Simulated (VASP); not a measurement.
```
CsBr
1.0
    4.30692     0.00000     0.00000
    0.00000     4.30692     0.00000
    0.00000     0.00000     4.30692
Cs Br
1 1
Direct
  0.00000   0.00000   0.00000
  0.50000   0.50000   0.50000
```

Level of theory: SCAN meta-GGA, VASP's PBE PAW potentials (set 64) (plane waves; VASP). Settings: 520 eV cut-off, 6×6×6 Γ-centred mesh, Gaussian smearing of 0.050 eV, potentials Cs_sv Br.

Unless said otherwise, spin-orbit coupling is left out, though it shifts the bands of the heavy elements here.

Q: Estimate the energy per atom (σ→0), band gap (on the k-mesh) with the smallest direct gap where there is one.

A: 
```
Property                                       Value
-----------------------------------  ---------------
band gap (on the k-mesh)                     5.18 eV
smallest direct gap (on the k-mesh)          5.19 eV
energy per atom (σ→0)                -30.581 eV/atom
```

Total energies compare only between runs with the same potentials, cut-off and functional.

The compound is CsBr in the CsCl type structure. It was relaxed first.
